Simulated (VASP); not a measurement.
```
CuTe2
1.0
    3.95351     0.00000     0.00000
   -1.97676     3.42384     0.00000
    0.00000     0.00000     5.02089
Cu Te
1 2
Direct
  0.00000   0.00000   0.00000
  0.33333   0.66667   0.27439
  0.66667   0.33333   0.72561
```

Method: PBEsol GGA, VASP's PBE PAW potentials (set 64) (plane waves; VASP). Settings: 400 eV cut-off, 10×10×7 Γ-centred mesh, tetrahedra with Blöchl corrections, potentials Cu Te.

Unless said otherwise, spin-orbit coupling is left out, though it shifts the bands of the heavy elements here.

Question: Predict the energy per atom (σ→0), band gap (on the k-mesh) with the smallest direct gap where there is one.

Answer: 
```yaml
band gap (on the k-mesh): none (metal, semimetal or under 0.01 eV)
energy per atom (σ→0): -3.823 eV/atom
```

Only differences to runs with the same potentials and settings are physical.

The structure comes from a computed database's CuTe2 entry (P-3m1); how it stands against other phases isn't given here. It was relaxed first. The electron count is odd and the run is not spin-polarised, which forces a metal.
